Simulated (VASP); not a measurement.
Crystal: Al2Cu (Khatyrkite).

```xyz
6
Lattice="-3.0335 3.0335 2.4385 3.0335 -3.0335 2.4385 3.0335 3.0335 -2.4385" Properties=species:S:1:pos:R:3 pbc="T T T"
Al    0.9592    3.9927    0.0000
Al    2.0743    0.9592    0.0000
Al    2.0743   -0.9592    2.4385
Al    0.9592    2.0743    2.4385
Cu    0.0000    0.0000    1.2192
Cu    0.0000    0.0000    3.6578
```

```yaml
Program: VASP 6.6.1
Task: relaxation of cell and atoms
Functional: LDA
Potentials_or_basis: VASP PAW LDA potentials, release 64 (Al, Cu)
Cutoff: 600 eV
k_mesh: 10 × 10 × 10
Occupations: methfessel-paxton, width 0.1 eV
Spin: no spin polarisation
```

At the start: pressure -6.3 GPa; volume 14.96 Å³/atom.

Q: How do energy, volume and symmetry change on relaxing?

A: Over 9 steps the energy falls by 18.6 meV/atom and the volume is 14.07 Å³/atom (-5.9 %); space group I4/mcm (No. 140, to 0.05 Å).

The path:
```
step  energy change (eV)  largest force (eV/Å)  pressure (GPa)  volume (Å³)
   1              0.0000                0.1317           -6.29        89.76
   2             -0.0913                0.0257            3.00        82.34
   3             -0.1102                0.0628            0.05        84.42
   4             -0.1101                0.0643           -0.17        84.53
   5             -0.1108                0.0447           -0.15        84.54
   6             -0.1116                0.0047           -0.14        84.56
   7             -0.1116                0.0019           -0.15        84.56
   8             -0.1116                0.0017            0.19        84.33
   9             -0.1117                0.0019            0.00        84.45
```

Final structure:
```
Al Cu
1.0
    -2.96741    2.96741    2.39757
     2.96741   -2.96741    2.39757
     2.96741    2.96741   -2.39757
Al Cu
4 2
Direct
  0.65973 0.15973 0.81945
  0.15973 0.34027 0.50000
  0.34027 0.84027 0.18055
  0.84027 0.65973 0.50000
  0.25000 0.25000 0.00000
  0.75000 0.75000 0.00000
```
